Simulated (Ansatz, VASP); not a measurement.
# Cross-check of WS2 between VASP and Ansatz

Wanted: the spread between two codes on one cell, functional and k mesh. The cell is taken from a series of runs on this material, whose earlier steps may have relaxed, scaled, displaced or heated it; both programs get it as it stands.

Calculated with Ansatz 0.2.0; plane waves, with VASP 6.6.1 beside it; single point at PBEsol.

**1. The structure**

The cell holds 3 atoms: 1 W and 2 S. Its edges and angles: a = 3.170 Å, b = 3.170 Å, c = 20.000 Å, α = 90.0°, β = 90.0°, γ = 120.0°. It derives from WS2. Vacuum lies along c.

**2. VASP: single point, PBEsol, pair 1**

With cell and atoms fixed, the geometry can't cause a difference; cores, projectors, grids and the points listed under the comparison can.

Lines of VASP's logs that name or quote its potential files are left out, and so is its time.

INCAR reads:

```
SYSTEM = WS2
PREC = Accurate
ENCUT = 520
EDIFF = 1E-06
NELM = 120
ISMEAR = 0
SIGMA = 0.1
LREAL = .FALSE.
ALGO = Normal
GGA = PS
NBANDS = 15
LASPH = .TRUE.
LORBIT = 11
LWAVE = .FALSE.
LCHARG = .FALSE.
ISIF = 2
LDIPOL = .TRUE.
IDIPOL = 3
DIPOL = 0.5 0.5 0.5
LVHAR = .TRUE.
GGA_COMPAT = .FALSE.
NELMDL = -8
KPAR = 2
```

POSCAR reads:

```
WS2
1.0
    3.1700000000      0.0000000000      0.0000000000
   -1.5850000000      2.7453000000      0.0000000000
    0.0000000000      0.0000000000     20.0000000000
W S
1 2
Direct
    0.0000000000      0.0000000000      0.5000000000
    0.3333330000      0.6666670000      0.5713000000
    0.6666670000      0.3333330000      0.4287000000
```

KPOINTS reads:

```
Automatic mesh
0
Gamma
6 6 1
0 0 0
```

Potentials, in the order of the species: W and S (PBE family, release 64).

Started as:

```
> mpirun -np 2 vasp_std
```

Numbers of over 12 decimals in the logs are rounded to 6 here.

Output:

```text
[banner, memory and clock lines left out]
running    2 mpi-ranks, on    1 nodes
 distrk:  each k-point on    1 cores,    2 groups
 distr:  one band on    1 cores,    1 groups

 POSCAR found type information on POSCAR W S
 POSCAR found :  2 types and       3 ions
|                                                                             |
|               ----> ADVICE to this user running VASP <----                  |
|                                                                             |
|     You enforced a specific xc type in the INCAR file but a different       |
|     [... a line on the potential file left out ...]
|     I HOPE YOU KNOW WHAT YOU ARE DOING!                                     |
|                                                                             |

 LDA part: xc-table for (Slater+PW92), standard interpolation
 POSCAR, INCAR and KPOINTS ok, starting setup
 FFT: planning ... GRIDC
 FFT: planning ... GRID_SOFT
 FFT: planning ... GRID
 WAVECAR not read
 entering main loop
       N       E                     dE             d eps       ncg     rms          rms(c)
DAV:   1     0.133811304123E+03    0.13381E+03   -0.64834E+03   210   0.914E+02
DAV:   2    -0.108617822079E+02   -0.14467E+03   -0.13527E+03   349   0.185E+02
DAV:   3    -0.250505166415E+02   -0.14189E+02   -0.14053E+02   266   0.685E+01
DAV:   4    -0.253396861682E+02   -0.28917E+00   -0.28802E+00   295   0.114E+01
DAV:   5    -0.253477295841E+02   -0.80434E-02   -0.80427E-02   295   0.183E+00
DAV:   6    -0.253480129433E+02   -0.28336E-03   -0.28335E-03   303   0.337E-01
DAV:   7    -0.253480212963E+02   -0.83530E-05   -0.83529E-05   288   0.571E-02
DAV:   8    -0.253480217514E+02   -0.45516E-06   -0.45505E-06   286   0.126E-02    0.331E+01
DAV:   9    -0.242192357058E+02    0.11288E+01   -0.27930E+00   307   0.116E+01    0.154E+01
DAV:  10    -0.240570347291E+02    0.16220E+00   -0.78068E-01   266   0.652E+00    0.610E+00
DAV:  11    -0.240259032458E+02    0.31131E-01   -0.10975E-01   273   0.265E+00    0.971E-01
DAV:  12    -0.240229811621E+02    0.29221E-02   -0.14264E-02   273   0.875E-01    0.412E-01
DAV:  13    -0.240217088685E+02    0.12723E-02   -0.85491E-03   281   0.608E-01    0.182E-01
DAV:  14    -0.240217017560E+02    0.71124E-05   -0.65876E-04   287   0.196E-01    0.979E-02
[...]
DAV:  19    -0.240221217673E+02   -0.50392E-04   -0.37503E-06   237   0.100E-02    0.437E-03
DAV:  20    -0.240221433388E+02   -0.21571E-04   -0.13616E-06   219   0.469E-03    0.504E-03
DAV:  21    -0.240221489593E+02   -0.56205E-05   -0.94120E-07   233   0.286E-03    0.308E-03
DAV:  22    -0.240221570874E+02   -0.81281E-05   -0.35664E-07   218   0.214E-03    0.177E-03
DAV:  23    -0.240221609919E+02   -0.39045E-05   -0.10402E-07   231   0.119E-03    0.211E-03
DAV:  24    -0.240221651208E+02   -0.41289E-05   -0.14049E-07   217   0.949E-04    0.732E-04
DAV:  25    -0.240221670532E+02   -0.19324E-05   -0.77242E-08   203   0.105E-03    0.518E-04
DAV:  26    -0.240221675110E+02   -0.45780E-06   -0.16592E-08   203   0.686E-04
   1 F= -.24022168E+02 E0= -.24022167E+02  d E =-.916540E-07
```

From OUTCAR (step 2):

```text
ion  position               nearest neighbor table
   1  0.000  0.000  0.500-   2 2.32   3 2.32   2 2.32   3 2.32   3 2.32   2 2.32
   2  0.333  0.667  0.571-   1 2.32   1 2.32   1 2.32
   3  0.667  0.333  0.429-   1 2.32   1 2.32   1 2.32

  LATTYP: Found a hexagonal cell.
 ALAT       =     3.1700000000
 C/A-ratio  =     6.3091482650

 Subroutine GETGRP returns: Found 12 space group operations
 (whereof 12 operations were pure point group operations)

The static configuration has the point symmetry D_3d.

 Found      7 irreducible k-points:

   k-points           NKPTS =      7   k-points in BZ     NKDIM =      7   number of bands    NBANDS=     15

   dimension x,y,z NGX =    24 NGY =   24 NGZ =  150
   dimension x,y,z NGXF=    48 NGYF=   48 NGZF=  300

   ENCUT  =  520.0 eV  38.22 Ry    6.18 a.u.   5.89  5.89 37.19*2*pi/ulx,y,z

   NELECT =      18.0000    total number of electrons

 k-points in reciprocal lattice and weights: Automatic mesh
   0.00000000  0.00000000  0.00000000       0.028
   0.16666667  0.00000000  0.00000000       0.167
   0.33333333  0.00000000  0.00000000       0.167
   0.50000000  0.00000000  0.00000000       0.083
   0.16666667  0.16666667  0.00000000       0.167
   0.33333333  0.16666667  0.00000000       0.333
   0.33333333  0.33333333  0.00000000       0.056

 dipolmoment           0.000000      0.000000      0.000000 electrons x Angstroem

 average (electrostatic) potential at core
       1 -47.4399       2 -93.7271       3 -93.7271

 E-fermi :  -1.4505

 k-point     1 :       0.0000    0.0000    0.0000
  band No.  band energies     occupation
    ...
      7      -2.5846      2.00000
      8      -2.5846      2.00000
      9      -2.0813      2.00000
     10      -2.0813      2.00000
     11      -1.7742      2.00000
     12       2.8305      0.00000
     13       2.8305      0.00000
     14       3.0337      0.00000
     15       3.0608      0.00000

 k-point     2 :       0.1667    0.0000    0.0000
  band No.  band energies     occupation
    ...
      5      -6.3611      2.00000
      6      -5.0224      2.00000
      7      -3.8126      2.00000
      8      -3.7477      2.00000
      9      -2.4247      2.00000
     10      -0.7610      0.00000
     11      -0.7184      0.00000
     12       1.7363      0.00000
     13       2.6185      0.00000
     14       3.6554      0.00000
    ...

 k-point     3 :       0.3333    0.0000    0.0000
  band No.  band energies     occupation
    ...
      5      -6.8058      2.00000
      6      -6.2974      2.00000
      7      -4.3170      2.00000
      8      -3.9786      2.00000
      9      -3.2120      2.00000
     10      -0.1824      0.00000
     11       0.1737      0.00000
     12       2.7762      0.00000
     13       2.9743      0.00000
     14       4.5051      0.00000
    ...

  Total        4.7451549      4.7451530      8.5253065      0.0000000     -0.0000000      0.0000000
  in kB       43.6799272     43.6799103     78.4768419      0.0000000     -0.0000000      0.0000000
  external PRESSURE =      55.2788931 kB  Pullay stress =       0.0000000 kB

  energy-cutoff  :      520.00
  volume of cell :      174.05
      direct lattice vectors                 reciprocal lattice vectors
     3.170000000  0.000000000  0.000000000     0.315457413  0.182129458  0.000000000
    -1.585000000  2.745300000  0.000000000     0.000000000  0.364258915  0.000000000
     0.000000000  0.000000000 20.000000000     0.000000000  0.000000000  0.050000000

 POSITION                                       TOTAL-FORCE (eV/Angst)
 -----------------------------------------------------------------------------------
      0.00000      0.00000     10.00000        -0.000000      0.000000     -0.000000
     -0.00000      1.83020     11.42600         0.000000      0.000000      2.997446
      1.58500      0.91510      8.57400        -0.000000      0.000000     -2.997446
 -----------------------------------------------------------------------------------
    total drift:                                0.000000     -0.000000      0.000000

  FREE ENERGIE OF THE ION-ELECTRON SYSTEM (eV)
  ---------------------------------------------------
  free  energy   TOTEN  =       -24.0221675110 eV

  energy  without entropy=      -24.0221674194  energy(sigma->0) =      -24.02216747

 vacuum level on the upper side and lower side of the slab         3.489         3.489

 total charge
# of ion       s       p       d       tot
------------------------------------------
    1        0.638   0.833   4.482   5.953
    2        1.353   2.403   0.000   3.756
    3        1.353   2.403   0.000   3.756
--------------------------------------------------
tot          3.344   5.639   4.482  13.466

[... 3 further parts left out ...]
```

The run ends at a pressure of 5.53 GPa, with forces up to 3.0 eV/Å.

**3. Ansatz: single point, PBEsol, pair 1**

Ansatz runs on its PAW soft_1 files.

The same cell, functional, mesh and smearing now go to Ansatz, which takes its cutoff from its data sets.

input.yaml reads:

```yaml
crystal:
  lattice:
    - [3.17, 0.0, 0.0]
    - [-1.585, 2.7453, 0.0]
    - [0.0, 0.0, 20.0]
  atoms:
    - { symbol: W, position: [0.0, 0.0, 0.5] }
    - { symbol: S, position: [0.333333, 0.666667, 0.5713] }
    - { symbol: S, position: [0.666667, 0.333333, 0.4287] }
  periodic: [true, true, false]
kpoints:
  mp_grid: { grid: [6, 6, 1] }
hamiltonian:
  xc: pbesol
  pseudopotentials: { kind: paw, azcp: { folder: soft_1 }, xc_functional: pbe }
scf:
  occupations: { method: gaussian, width: 0.1 }
output:
  forces: true
  stress: true
  eigenvalues: true
```

Started as:

```
> ansatz run input.yaml --threads 4 --pin off --max-ram 16384MiB --backend cpu --events-out ev --progress --plain --runs-dir out
```

Output:

```text
Warning: crystal.periodic: the lattice vector that does not repeat stood 0.000° off the slab's normal, 20.000 Å along it as the deck builds it. The run solves the slab on a vector along the normal, 29.504 Å long, with every atom where it was (on the deck's vector they left 17.15 Å outside them, and the widest stretch free of ions among them is 1.43 Å). A fractional position that the run reports is one of the run's ce [...]
Warning: the atoms were moved onto the symmetric positions of the space group found under crystal.symmetry.tolerance 1.0e-5 (fractional; no operation is sought that the atoms, as they stand in a round, miss by more than twice it, and no atom is moved by as much as it), and the run uses the moved positions. Before a round's move an operation carried an atom to 3.17e-6 Å from where it should land, the largest such dist [...]
crystal.periodic: the lattice vector that does not repeat stood 0.000° off the slab's normal, 20.000 Å along it as the deck builds it. The run solves the slab on a vector along the normal, 29.504 Å long, with every atom where it was (on the deck's vector they left 17.15 Å outside them, and the widest stretch free of ions among them is 1.43 Å). A fractional position that the run reports is one of the run's cell, which [...]
Engine: ansatz 0.2.0, aarch64-unknown-linux-gnu
Pseudopotentials: kind: paw
Pseudopotential: W, paw, valence charge 14, recommended cutoff 420 eV (normal), soft_1/W.paw.azcp
Pseudopotential: S, paw, valence charge 6, recommended cutoff 420 eV (normal), soft_1/S.paw.azcp
Functional definition: PBEsol
  exchange = pbesol_x
  correlation = pbesol_c
Crystal: 3 atoms, lattice volume = 256.762 Å³
Basis set: ecut = 420 eV, 5031 PW (Γ), exchange–correlation on 48×48×400 points (8 copies of the dense FFT grid, shifted against one another)
Bands: 17, of which v1, the nominal top of the filled ones, is band 13 counted from 1 (12 counted from 0)
Symmetry: 12 space group operations
Space group: P-3m1 (ITA 164), of the structure as read, at distance tolerance 6.4e-5 Å
k-points: 7 of 36
Non-local potential: W, projectors of the file, l = 0: 3, l = 1: 2, l = 2: 2, l = 3: 1
Non-local potential: S, projectors of the file, l = 0: 2, l = 1: 2, l = 2: 1
PAW form: soft (Blöchl's): semilocal exchange-correlation on the pseudo side does not see the compensation charge
PAW frozen core: W, regenerated for the run's functional, and the local potential with it (the file was generated under x = pbe(κ = 0.804, μ = 0.219515), c = pbe(β = 0.066725))
PAW frozen core: S, regenerated for the run's functional, and the local potential with it (the file was generated under x = pbe(κ = 0.804, μ = 0.219515), c = pbe(β = 0.066725))
PAW one-centre angular grid: W, 590 points (default); XC on 64 Gauss nodes
PAW one-centre angular grid: S, 110 points (default); XC on 64 Gauss nodes
Initial density: superposition of atomic densities (neutral atoms: chi_scale 0, normalization atom)
Initial wavefunctions: pseudopotential atomic-orbital guess
Functional: x = pbesol(κ = 0.804, μ = 0.123457), c = pbesol(β = 0.046)
SCF iter   1: F=—  HF=-12029.242273 eV  |F-HF|=—  |Δ(HF+E_count)|=         —  Δρ=2.09e-2  dr2=1.27e0  ethr=3.10e-3  ⟨swp⟩=17.0  Hψ=1374  notcnv=0
preconditioner: auto → none  [insulator: Δε(μ)=0.479 eV  Ē_g=9.430 eV  σ=0.100 eV  W_gap=1.00  n_scr=16 (ndim 8)  ℏωp=9.8 eV  f_vac=0.765  D(μ)=0.00/eV (n_scr^D=0)  ε∞_Penn≈2.1]
SCF iter   2: F=—  HF=-12028.816199 eV  |F-HF|=—  |Δ(HF+E_count)|=   4.26e-1  Δρ=7.86e-3  dr2=9.01e-2  ethr=3.10e-3  ⟨swp⟩=4.6  Hψ=381  notcnv=0
SCF iter   3: F=—  HF=-12028.794805 eV  |F-HF|=—  |Δ(HF+E_count)|=   2.14e-2  Δρ=3.41e-3  dr2=1.64e-2  ethr=3.47e-4  ⟨swp⟩=3.3  Hψ=278  notcnv=0
SCF iter   4: F=—  HF=-12028.796171 eV  |F-HF|=—  |Δ(HF+E_count)|=   1.37e-3  Δρ=1.74e-3  dr2=2.87e-2  ethr=6.32e-5  ⟨swp⟩=3.7  Hψ=281  notcnv=0
SCF iter   5: F=—  HF=-12028.791040 eV  |F-HF|=—  |Δ(HF+E_count)|=   5.13e-3  Δρ=4.22e-4  dr2=2.67e-4  ethr=6.32e-5  ⟨swp⟩=2.4  Hψ=194  notcnv=0
SCF iter   6: F=—  HF=-12028.791125 eV  |F-HF|=—  |Δ(HF+E_count)|=   8.51e-5  Δρ=1.22e-4  dr2=8.68e-5  ethr=1.03e-6  ⟨swp⟩=3.9  Hψ=328  notcnv=0
SCF iter   7: F=—  HF=-12028.790987 eV  |F-HF|=—  |Δ(HF+E_count)|=   1.37e-4  Δρ=4.32e-5  dr2=5.20e-6  ethr=3.34e-7  ⟨swp⟩=2.7  Hψ=202  notcnv=0
SCF iter   8: F=—  HF=-12028.790987 eV  |F-HF|=—  |Δ(HF+E_count)|=   6.60e-7  Δρ=7.22e-6  dr2=3.31e-7  ethr=2.00e-8  ⟨swp⟩=3.4  Hψ=259  notcnv=0
SCF iter   9: F=-12028.790987 eV  HF=-12028.790987 eV  |F-HF|=2.29e-8  |Δ(HF+E_count)|=   4.67e-8  Δρ=2.18e-6  dr2=2.66e-8  ethr=3.85e-10  ⟨swp⟩=13.6  Hψ=896  notcnv=0
SCF 1 converged in 9 iterations: F = -12028.790987 eV  dr2 = 2.66e-8
  greatest PAW one-centre occupation: 0.999 electrons in one spin orbital (limit 2), on the W atom at site 0 (counted from 0), in its partial waves of l = 0
SCF converged after 9 iterations
Free energy (F): -12028.790987 eV
Harris-Foulkes:  -12028.790987 eV  (|F-HF|=2.29e-8)
Internal energy: -12028.790987 eV  (E = F + TS)
E sigma→0 (E₀):  -12028.790987 eV
Entropy (-TS):   -0.000000 eV (-0.000 meV/atom)
Fermi energy:    -4.960931 eV
--- Per-component energies (eV) ---
  E_band       = -628.702242
  E_kinetic    = 643.970277
  E_local      = -43973.446784  (includes V_loc(G=0)·N_el)
  E_nonlocal   = 47.522147
  E_hartree    = 21619.352166
  E_xc         = -445.437573
  E_vxc        = -400.785415  (∫ρ·V_xc dr)
  E_paw        = -9636.584677  (= ΣΔE_a)
  E_vpaw       = -184.653149  (= ΣTr[D̂ρ^β])
  E_aug_tail   = 0.000149  (compensation charges beyond the density's cutoff)
  E_ewald      = 19715.487552
  E_core_change = 0.345757  (= ΣΔE_core)
  E_smearing   = -0.000000  (= −TS)
  E_closure    = -0.000000  (closes the sum)
  Σ components = -12028.790987   (vs F -12028.790987, Δ=0.00e0)
--- Forces (eV/Å), atoms counted from 1 ---
  atom   1  W      0.00000000    -0.00000000     0.00000000
  atom   2  S      0.00000000     0.00000000     2.93272261
  atom   3  S     -0.00000000    -0.00000000    -2.93272261
  max |Σ_I F_I| component: 1.39e-17 eV/Å
--- 2D stress c σ (N/m, compression-positive) ---
        8.748113       0.000000       0.000000
       -0.000000       8.748113       0.000000
        0.000000       0.000000       0.000000
  P = ½ c Tr σ = 8.7481 N/m
--- Band table (eV; the first three rows and the last of 7) ---
  k-point 0: bands = [... 9 lower, -8.0217, -6.0885, -6.0885, -5.6252, -5.6252, -5.2731, -0.6829, -0.6829]
  k-point 1: bands = [... 9 lower, -8.5386, -7.3283, -7.2575, -5.9283, -4.2821, -4.2403, -1.7876, -0.9014]
  k-point 2: bands = [... 9 lower, -9.8115, -7.8125, -7.4917, -6.7102, -3.6813, -3.3422, -0.7531, -0.5415]
  k-point 6: bands = [... 9 lower, -9.2007, -9.2007, -8.9708, -4.5650, -3.8595, -3.8595, -0.8730, -0.8730]
```

**4. Differences**

Known differences besides the potentials themselves: Ansatz cuts the interaction across the vacuum, VASP repeats the sheet with a dipole correction; the data sets hold 26 valence electrons in Ansatz (on its PAW soft_1 files) and 18 in VASP; the cutoff is 420 eV in Ansatz and 520 eV in VASP; Ansatz makes its cores anew for this functional, VASP keeps those of its PBE data sets. Total energies have different zeros and are not compared.

Forces (eV/Å; atoms numbered as in POSCAR):

| atom | Ansatz x, y, z | VASP x, y, z |
| --- | --- | --- |
| W1 | 0.000, 0.000, 0.000 | 0.000, 0.000, 0.000 |
| S2 | 0.000, 0.000, 2.933 | 0.000, 0.000, 2.997 |
| S3 | 0.000, 0.000, -2.933 | 0.000, 0.000, -2.997 |

The forces differ by 31 meV/Å r.m.s., which is 2.2 % of the r.m.s. force of 1.413 eV/Å (both taken over all components). With vacuum in the cell, a pressure given here is an average over mostly empty space and none of the material.

**5. Ansatz: single point, PBEsol, pair 2**

A single point gives forces, pressure and levels at one fixed geometry, so differences don't come from the geometry; what else differs is listed under the comparison. This pair takes another cell of the material, with 9 atoms against 3 for the pair before.

The cell is taken from a series of runs on this material, whose earlier steps may have relaxed, scaled, displaced or heated it; both programs get it as it stands.

input.yaml reads:

```yaml
crystal:
  lattice:
    - [4.7179496554, 2.7239095036, 0.0]
    - [0.0, 5.4478190071, 0.0]
    - [0.0, 0.0, 29.504]
  atoms:
    - { symbol: W, position: [2.775e-07, 0.0073422188, 0.338937094] }
    - { symbol: W, position: [0.3259911268, 0.3333334285, 0.338937094] }
    - { symbol: W, position: [0.6740091284, 0.6593243527, 0.3389370917] }
    - { symbol: S, position: [1.0000000369, 0.3333333283, 0.3938489737] }
    - { symbol: S, position: [0.3333333212, 0.6666667233, 0.3923184505] }
    - { symbol: S, position: [0.6666666419, 0.9999999484, 0.3923185089] }
    - { symbol: S, position: [0.3350983199, -0.0017649258, 0.2850455509] }
    - { symbol: S, position: [0.6649017211, 0.3333333809, 0.2850455425] }
    - { symbol: S, position: [-4.09e-08, 0.6684316089, 0.2850455701] }
  periodic: [true, true, false]
kpoints:
  mp_grid: { grid: [9, 9, 1] }
hamiltonian:
  xc: pbesol
  pseudopotentials: { kind: paw, azcp: { folder: soft_1 }, xc_functional: pbe }
scf:
  occupations: { method: methfessel_paxton, width: 0.2 }
output:
  forces: true
  stress: true
  eigenvalues: true
```

Output:

```text
[...]
Crystal: 9 atoms, lattice volume = 758.328 Å³
Basis set: ecut = 420 eV, 14757 PW (Γ), exchange–correlation on 80×80×400 points (8 copies of the dense FFT grid, shifted against one another)
Bands: 48, of which v1, the nominal top of the filled ones, is band 39 counted from 1 (38 counted from 0)
Symmetry: 6 space group operations
[...]
k-point 0: bands = [... 35 lower, -5.6716, -5.6716, -5.2455, -5.2455, -4.4191, -4.3271, -4.3271, -4.1419, ... 5 higher]
  k-point 1: bands = [... 35 lower, -6.1269, -5.9004, -5.0491, -4.9031, -4.8194, -4.5916, -4.4579, -3.8419, ... 5 higher]
  k-point 2: bands = [... 35 lower, -6.7084, -5.9152, -5.5750, -4.8342, -4.7769, -4.5399, -4.4906, -3.4594, ... 5 higher]
  k-point 11: bands = [... 35 lower, -6.9764, -6.9120, -6.9120, -6.8274, -3.8545, -3.6867, -3.6867, -3.4765, ... 5 higher]
[key lines of the parts left out:]
SCF converged after 8 iterations
Free energy (F): -36087.511268 eV
Fermi energy:    -4.892518 eV
P = ½ c Tr σ = 0.1765 N/m
```

(Part 1 of 2 ends here.)

[Lines on the potential files, build, host, timing and source positions are cut from VASP's logs without a mark.]

[Logs are printed without paths, hosts, clocks, repeated set-up lines and the standing remarks that a program may print on its own settings, such as how far it seeks lower states.]

[Hosts, paths, dates, database ids (printed as entryN), source tags and the programs' standing remarks are cut or masked in the printed files.]
